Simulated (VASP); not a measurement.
```yaml
crystal:
  lattice:
    - [0.00000, 2.92500, 2.92500]
    - [2.92500, 0.00000, 2.92500]
    - [2.92500, 2.92500, 0.00000]
  atoms:
    - { symbol: Hg, position: [0.00000, 0.00000, 0.00000] }
    - { symbol: S, position: [0.25000, 0.25000, 0.25000] }
```

The base run (VASP): PBE GGA, plane waves, VASP's PBE PAW potentials (set 64). Run with 400 eV cut-off, 7×7×7 Γ-centred mesh, Gaussian smearing of 0.050 eV, potentials Hg S.

One setting is varied; ΔE counts from the base run. The base run took about 7 core-seconds. Costs are core time on shared hosts, one run each; read them as rough ratios.

Pressures at a finite cut-off, here 400 eV, hold a Pulay part, which wasn't tested here.

```json
[
 {"setting": "PREC = Normal", "cost over the base run": "within a factor of 2", "electronic steps": "12", "ΔE (meV/atom)": "0.0", "pressure (GPa)": "4.74"},
 {"setting": "PREC = Low", "cost over the base run": "within a factor of 2", "electronic steps": "16", "ΔE (meV/atom)": "-1.3", "pressure (GPa)": "4.66"},
 {"setting": "PREC = Single", "cost over the base run": "within a factor of 2", "electronic steps": "12", "ΔE (meV/atom)": "0.0", "pressure (GPa)": "4.74"},
 {"setting": "base run", "cost over the base run": "reference", "electronic steps": "12", "ΔE (meV/atom)": "0.0", "pressure (GPa)": "4.74"},
 {"setting": "LASPH = .FALSE.", "cost over the base run": "within a factor of 2", "electronic steps": "16", "ΔE (meV/atom)": "0.5", "pressure (GPa)": "4.68"},
 {"setting": "ADDGRID = .TRUE.", "cost over the base run": "within a factor of 2", "electronic steps": "12", "ΔE (meV/atom)": "0.0", "pressure (GPa)": "4.74"},
 {"setting": "LREAL = Auto", "cost over the base run": "within a factor of 2", "electronic steps": "12", "ΔE (meV/atom)": "-0.4", "pressure (GPa)": "4.73"}
]
```

Left out are runs that failed, have no time on record or changed the cell.

The compound is HgS in the zinc blende structure, metacinnabar; cinnabar is the stable form. The cell was not relaxed at this level.
